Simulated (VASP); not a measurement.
# CoC23 (a cell with a defect) in VASP: single point with PBEsol+U

Aim: the single point of CoC23 (a cell with a defect) with PBEsol+U.

Everything below comes from runs of VASP 6.6.1. Logs are shortened: lines on timing, memory, paths and dates and some standing lists are left out, and cuts for length are marked.

### Step 1. The crystal as given

The cell holds a defect, 24 atoms: a = 7.566 Å, b = 5.044 Å, c = 5.044 Å, α = 60.00°, β = 60.00°, γ = 60.00°.

### Step 2. Single point, PBEsol+U

File INCAR:

```
  PREC = Accurate
  ENCUT = 450
  EDIFF = 1E-5
  ISMEAR = 0
  SIGMA = 0.03
  LREAL = Auto
  LASPH = T
  NELM = 120
  ALGO = Normal
  ISIF = 2
  LWAVE = F
  LCHARG = F
  LMAXMIX = 4
  LDAU = T
  LDAUTYPE = 2
  LDAUL = 2 -1
  LDAUU = 4 0
  LDAUJ = 0 0
  LDAUPRINT = 1
  GGA = PS
  LORBIT = 11
  KPAR = 4
```

File KPOINTS:

```
Automatic mesh
0
Gamma
  3 4 4
```

File POSCAR:

```
CoC23
1.0
    0.0000000000      5.3503200000      5.3503200000
    3.5668800000      0.0000000000      3.5668800000
    3.5668800000      3.5668800000      0.0000000000
Co C
1 23
Direct
    0.0000000000      0.0000000000      0.0000000000
    0.0000000000      0.0000000000      0.5000000000
    0.0000000000      0.5000000000      0.0000000000
    0.0000000000      0.5000000000      0.5000000000
    0.3333330000      0.0000000000      0.0000000000
    0.3333330000      0.0000000000      0.5000000000
    0.3333330000      0.5000000000      0.0000000000
    0.3333330000      0.5000000000      0.5000000000
    0.6666670000      0.0000000000      0.0000000000
    0.6666670000      0.0000000000      0.5000000000
    0.6666670000      0.5000000000      0.0000000000
    0.6666670000      0.5000000000      0.5000000000
    0.0833333333      0.1250000000      0.1250000000
    0.0833333333      0.1250000000      0.6250000000
    0.0833333333      0.6250000000      0.1250000000
    0.0833333333      0.6250000000      0.6250000000
    0.4166663333      0.1250000000      0.1250000000
    0.4166663333      0.1250000000      0.6250000000
    0.4166663333      0.6250000000      0.1250000000
    0.4166663333      0.6250000000      0.6250000000
    0.7500003333      0.1250000000      0.1250000000
    0.7500003333      0.1250000000      0.6250000000
    0.7500003333      0.6250000000      0.1250000000
    0.7500003333      0.6250000000      0.6250000000
```

Potentials or basis: VASP PAW PBE potentials, release 64 (Co, C).

The run is started by

```bash
$ cat potpaw_PBE.64/Co/POTCAR potpaw_PBE.64/C/POTCAR > POTCAR
$ mpirun -np 4 vasp_std > vasp.out
```

OUTCAR:

```text
PREC = Accurate
   ENCUT = 450
   EDIFF = 1E-5
   ISMEAR = 0
   LREAL = Auto
   LASPH = T
   NELM = 120
   ISIF = 2
   GGA = PS
   LORBIT = 11

 ion  position               nearest neighbor table
   1  0.000  0.000  0.000-  21 1.54  13 1.54  15 1.54  14 1.54   5 2.52   9 2.52  10 2.52  11 2.52
                             6 2.52   7 2.52   2 2.52   4 2.52   2 2.52   3 2.52   4 2.52   3 2.52
   2  0.000  0.000  0.500-  22 1.54  14 1.54  16 1.54  13 1.54   1 2.52   1 2.52
   3  0.000  0.500  0.000-  23 1.54  15 1.54  16 1.54  13 1.54   1 2.52   1 2.52
   4  0.000  0.500  0.500-  24 1.54  16 1.54  14 1.54  15 1.54   1 2.52   1 2.52
   5  0.333  0.000  0.000-  13 1.54  17 1.54  18 1.54  19 1.54   1 2.52
   6  0.333  0.000  0.500-  14 1.54  18 1.54  17 1.54  20 1.54   1 2.52
   7  0.333  0.500  0.000-  15 1.54  19 1.54  17 1.54  20 1.54   1 2.52
   8  0.333  0.500  0.500-  16 1.54  20 1.54  19 1.54  18 1.54
   9  0.667  0.000  0.000-  21 1.54  22 1.54  23 1.54  17 1.54   1 2.52
  10  0.667  0.000  0.500-  22 1.54  21 1.54  24 1.54  18 1.54   1 2.52
  11  0.667  0.500  0.000-  23 1.54  21 1.54  24 1.54  19 1.54   1 2.52
  12  0.667  0.500  0.500-  24 1.54  23 1.54  22 1.54  20 1.54
  13  0.083  0.125  0.125-   5 1.54   1 1.54   3 1.54   2 1.54
  14  0.083  0.125  0.625-   6 1.54   2 1.54   4 1.54   1 1.54
  15  0.083  0.625  0.125-   7 1.54   3 1.54   4 1.54   1 1.54
  16  0.083  0.625  0.625-   8 1.54   4 1.54   2 1.54   3 1.54
  17  0.417  0.125  0.125-   5 1.54   6 1.54   7 1.54   9 1.54
  18  0.417  0.125  0.625-   6 1.54   5 1.54   8 1.54  10 1.54
  19  0.417  0.625  0.125-   7 1.54   5 1.54   8 1.54  11 1.54
  20  0.417  0.625  0.625-   8 1.54   7 1.54   6 1.54  12 1.54
  21  0.750  0.125  0.125-   1 1.54   9 1.54  10 1.54  11 1.54
  22  0.750  0.125  0.625-   2 1.54  10 1.54   9 1.54  12 1.54
  23  0.750  0.625  0.125-   3 1.54  11 1.54   9 1.54  12 1.54
  24  0.750  0.625  0.625-   4 1.54  12 1.54  11 1.54  10 1.54

  LATTYP: Found a face centered orthorhombic cell.
 ALAT       =     5.0443300714
 B/A-ratio  =     1.7320508076
 C/A-ratio  =     2.4494897428

  Lattice vectors:

 A1 = (   0.0000000000,   5.3503200000,   5.3503200000)
 A2 = (  -3.5668800000,   1.7834400000,   5.3503200000)
 A3 = (   3.5668800000,  -0.0000000000,   3.5668800000)

Analysis of symmetry for initial positions (statically):
=====================================================================
 Subroutine PRICEL returns:
 Original cell was already a primitive cell.

 Routine SETGRP: Setting up the symmetry group for a
 face centered orthorhombic supercell.

 Subroutine GETGRP returns: Found  2 space group operations
 (whereof  2 operations were pure point group operations)
 out of a pool of  8 trial point group operations.

The static configuration has the point symmetry C_1h.

Analysis of symmetry for dynamics (positions and initial velocities):
=====================================================================
 Subroutine PRICEL returns:
 Original cell was already a primitive cell.

 Routine SETGRP: Setting up the symmetry group for a
 face centered orthorhombic supercell.

 Subroutine GETGRP returns: Found  2 space group operations
 (whereof  2 operations were pure point group operations)
 out of a pool of  8 trial point group operations.

The dynamic configuration has the point symmetry C_1h.

 Subroutine INISYM returns: Found  2 space group operations
 (whereof  2 operations are pure point group operations),
 and found     1 'primitive' translations

----------------------------------------------------------------------------------------

                                     Primitive cell

  volume of cell :     136.1403

  direct lattice vectors                    reciprocal lattice vectors
     0.000000000  5.350320000  5.350320000    -0.093452354  0.093452354  0.093452354
     3.566880000  0.000000000  3.566880000     0.140178531 -0.140178531  0.140178531
     3.566880000  3.566880000  0.000000000     0.140178531  0.140178531 -0.140178531

  length of vectors
     7.566495107  5.044330071  5.044330071     0.161864226  0.242796338  0.242796338

  position of ions in fractional coordinates (direct lattice)
     0.000000000  0.000000000  0.000000000
     0.000000000  0.000000000  0.500000000
     0.000000000  0.500000000  0.000000000
     0.000000000  0.500000000  0.500000000
[... 155 lines left out ...]
  Fermi-wavevector in a.u.,A,eV,Ry     =   1.482016  2.800605 29.883468  2.196373
  Thomas-Fermi vector in A             =   2.595855
   LORBIT       =     11    0 simple, 1 ext, 2 COOP (PROOUT), +10 PAW based schemes
 LDA+U is selected, type is set to LDAUTYPE =  2
   angular momentum for each species LDAUL =     2   -1
   U (eV)           for each species LDAUU =   4.0  0.0
   J (eV)           for each species LDAUJ =   0.0  0.0
   GGA     = PS    functional components
   LHFCALC =     F    Hartree Fock is set to
   AEXX    =    0.0000 exact exchange contribution
   IVDW    =     0    specifies the selected vdW correction
   LEPSILON=     F    determine dielectric tensor
   LRPA    =     F    only Hartree local field effects (RPA)
 non-spin polarized calculation
 Gauss-broadening in eV      SIGMA  =   0.03
  energy-cutoff  :      450.00
  volume of cell :      136.14
 maximum number of plane-waves:      2968
 NGX is ok and might be reduce to    54
   NGX = 27   NGY = 17   NGZ = 17

atom =   1  type =  1  l = 2

 onsite density matrix

spin component  1

  0.8379  0.0234  0.0050 -0.0175 -0.0003
  0.0234  0.8431  0.0023  0.0234 -0.0039
  0.0050  0.0023  0.9541 -0.0022  0.0002
 -0.0175  0.0234 -0.0022  0.8379 -0.0044
 -0.0003 -0.0039  0.0002 -0.0044  0.9539

spin component  2

  0.8379  0.0234  0.0050 -0.0175 -0.0003
  0.0234  0.8431  0.0023  0.0234 -0.0039
  0.0050  0.0023  0.9541 -0.0022  0.0002
 -0.0175  0.0234 -0.0022  0.8379 -0.0044
 -0.0003 -0.0039  0.0002 -0.0044  0.9539

 occupancies and eigenvectors

  o =  0.7967  v = -0.5757  0.5807  0.0017 -0.5757 -0.0030  0.0000  0.0000  0.0000  0.0000  0.0000      0.0000  0.0000  0.0000  0.0000  0.0000  0.0000  0.0000  0.0000  0.0000  0.0000
  o =  0.7967  v =  0.0000  0.0000  0.0000  0.0000  0.0000 -0.5757  0.5807  0.0017 -0.5757 -0.0030      0.0000  0.0000  0.0000  0.0000  0.0000  0.0000  0.0000  0.0000  0.0000  0.0000
  o =  0.8551  v =  0.7059 -0.0000 -0.0510 -0.7059 -0.0294  0.0000  0.0000  0.0000  0.0000  0.0000      0.0000  0.0000  0.0000  0.0000  0.0000  0.0000  0.0000  0.0000  0.0000  0.0000
  o =  0.8551  v =  0.0000  0.0000  0.0000  0.0000  0.0000  0.7059 -0.0000 -0.0510 -0.7059 -0.0294      0.0000  0.0000  0.0000  0.0000  0.0000  0.0000  0.0000  0.0000  0.0000  0.0000
  o =  0.8664  v =  0.0000  0.0000  0.0000  0.0000  0.0000 -0.4095 -0.8124  0.0339 -0.4095 -0.0587      0.0000  0.0000  0.0000  0.0000  0.0000  0.0000  0.0000  0.0000  0.0000  0.0000
  o =  0.8664  v = -0.4095 -0.8124  0.0339 -0.4095 -0.0587  0.0000  0.0000  0.0000  0.0000  0.0000      0.0000  0.0000  0.0000  0.0000  0.0000  0.0000  0.0000  0.0000  0.0000  0.0000
  o =  0.9542  v =  0.0298  0.0532  0.4988  0.0298 -0.8640  0.0000  0.0000  0.0000  0.0000  0.0000      0.0000  0.0000  0.0000  0.0000  0.0000  0.0000  0.0000  0.0000  0.0000  0.0000
  o =  0.9542  v =  0.0000  0.0000  0.0000  0.0000  0.0000  0.0298  0.0532  0.4988  0.0298 -0.8640      0.0000  0.0000  0.0000  0.0000  0.0000  0.0000  0.0000  0.0000  0.0000  0.0000
  o =  0.9545  v =  0.0000  0.0000  0.0000  0.0000  0.0000 -0.0416  0.0000 -0.8645  0.0416 -0.4991      0.0000  0.0000  0.0000  0.0000  0.0000  0.0000  0.0000  0.0000  0.0000  0.0000
  o =  0.9545  v = -0.0416  0.0000 -0.8645  0.0416 -0.4991  0.0000  0.0000  0.0000  0.0000  0.0000      0.0000  0.0000  0.0000  0.0000  0.0000  0.0000  0.0000  0.0000  0.0000  0.0000

 number of electron     101.0000039 magnetization

 Free energy of the ion-electron system (eV)
  ---------------------------------------------------
  ext. energy  EPLUGINS =         0.00000000
  ---------------------------------------------------
  free energy    TOTEN  =      -216.57701875 eV

  energy without entropy =     -216.57484442  energy(sigma->0) =     -216.57593159

 E-fermi :  12.1460     XC(G=0): -13.6229

 val. band max:       12.1235578807   @ k =   0.0000   0.5000   0.2500
 cond. band min:      12.1515524641   @ k =   0.3333  -0.2500   0.2500
 fundamental gap:      0.0279945834
 Fermi energy:        12.1459520237

 k-point     1 :       0.0000    0.0000    0.0000
  band No.  band energies     occupation
      1     -11.2084      2.00000
      2      -8.3119      2.00000
      3      -8.0367      2.00000
      4      -5.6773      2.00000
      5      -5.6544      2.00000
      6      -5.5599      2.00000
[... 1094 lines left out ...]
     61      18.3438      0.00000
     62      18.5115      0.00000
 [bands above 62 left out]

------------------------ aborting loop because EDIFF is reached ----------------------------------------

  FORCE on cell =-STRESS in cart. coord.  units (eV):
  Direction    XX          YY          ZZ          XY          YZ          ZX
  --------------------------------------------------------------------------------------
  -------------------------------------------------------------------------------------
  Total       22.5116167     22.0592636     22.0592636      1.0268077     -0.7035838      1.0268120
  in kB      264.9296204    259.6060697    259.6060697     12.0840620     -8.2801776     12.0841131
  external PRESSURE =     261.3805866 kB  Pullay stress =       0.0000000 kB

 VOLUME and BASIS-vectors are now :
 -----------------------------------------------------------------------------
  energy-cutoff  :      450.00
  volume of cell :      136.14
      direct lattice vectors                 reciprocal lattice vectors
     0.000000000  5.350320000  5.350320000    -0.093452354  0.093452354  0.093452354
     3.566880000  0.000000000  3.566880000     0.140178531 -0.140178531  0.140178531
     3.566880000  3.566880000  0.000000000     0.140178531  0.140178531 -0.140178531

 POSITION                                       TOTAL-FORCE (eV/Angst)
 -----------------------------------------------------------------------------------
      0.00000      0.00000      0.00000        -0.821859      1.097769      1.097769
      1.78344      1.78344      0.00000        -0.030769      0.034369     -0.303675
      1.78344      0.00000      1.78344        -0.030769     -0.303675      0.034369
      3.56688      1.78344      1.78344         0.370069      0.028215      0.028215
      0.00000      1.78344      1.78344        -0.341744      0.077583      0.077583
      1.78344      3.56688      1.78344        -0.118860      0.374150      0.107132
[... 16 lines left out ...]
      2.67516      4.45860      6.24204         0.046719     -0.010927     -0.043218
      4.45860      6.24204      6.24204         0.025400     -0.055097     -0.055097
 -----------------------------------------------------------------------------------
    total drift:                               -0.000324      0.000158      0.000158

  FREE ENERGIE OF THE ION-ELECTRON SYSTEM (eV)
  ---------------------------------------------------
  free  energy   TOTEN  =      -216.5770187535 eV

  energy  without entropy=     -216.5748444176  energy(sigma->0) =     -216.57593159

 total charge

# of ion       s       p       d       tot
------------------------------------------
    1        1.030   1.217   8.761  11.007
    2        0.837   1.722   0.000   2.559
    3        0.837   1.722   0.000   2.559
    4        0.837   1.724   0.000   2.560
    5        0.831   1.732   0.000   2.564
    6        0.830   1.734   0.000   2.565
[... 16 lines left out ...]
   23        0.828   1.740   0.000   2.568
   24        0.828   1.740   0.000   2.568
--------------------------------------------------
tot         20.309  41.272   8.761  70.342
```

Wall time 1.9 min (4 MPI ranks of Intel Xeon Platinum 8488C (Sapphire Rapids), shared host); peak memory 0.28 GiB.

What came out:

| Item | Value |
| --- | --- |
| Free energy | -216.5770 eV |
| Largest force | 10.223 eV/Å |
| Band gap on the k mesh | none (metal or under the smearing width) |
| Valence electrons inside the program's atomic spheres | Co 11.01; C 2.56, 2.57, 2.65, 2.64 |

Forces in eV/Å, atoms in the order of the input:
```
Co  -0.822  1.098  1.098
C   -0.031  0.034 -0.304
C   -0.031 -0.304  0.034
C    0.370  0.028  0.028
C   -0.342  0.078  0.078
C   -0.119  0.374  0.107
C   -0.119  0.107  0.374
C    0.045 -0.065 -0.065
C   -0.307 -0.120 -0.120
C    0.157  0.253 -0.131
C    0.157 -0.131  0.253
C   -0.034  0.005  0.005
C    6.591  5.526  5.526
C   -5.672 -6.469  5.389
C   -5.672  5.389 -6.469
C   -0.038  0.053  0.053
C    0.087 -0.079 -0.079
C    0.053 -0.060  0.042
C    0.053  0.042 -0.060
C   -0.134  0.060  0.060
C    5.687 -5.711 -5.711
C    0.047 -0.043 -0.011
C    0.047 -0.011 -0.043
C    0.025 -0.055 -0.055
```

Eigenvalues of the final occupation matrices:
| site | spin | trace | eigenvalues |
| --- | --- | --- | --- |
| site 1 d | 1 | 4.43 | 0.80 0.86 0.87 0.95 0.95 |
| site 1 d | 2 | 4.43 | 0.80 0.86 0.87 0.95 0.95 |

Caveat: the k mesh is coarse (spacing up to 0.38 Å⁻¹), so the values aren't converged; the cutoff is under 1.25 times the usual one of these potentials, so pressure, stress and relaxed cells hold a basis-set (Pulay) error; the PAW data sets were made with another functional, which shifts forces and pressure a little; U without spin polarisation on a metal has little footing; the U is typed as a test and isn't derived for this compound. Spin polarisation is off, so any magnetic state and its effect on volume and gap are missing.
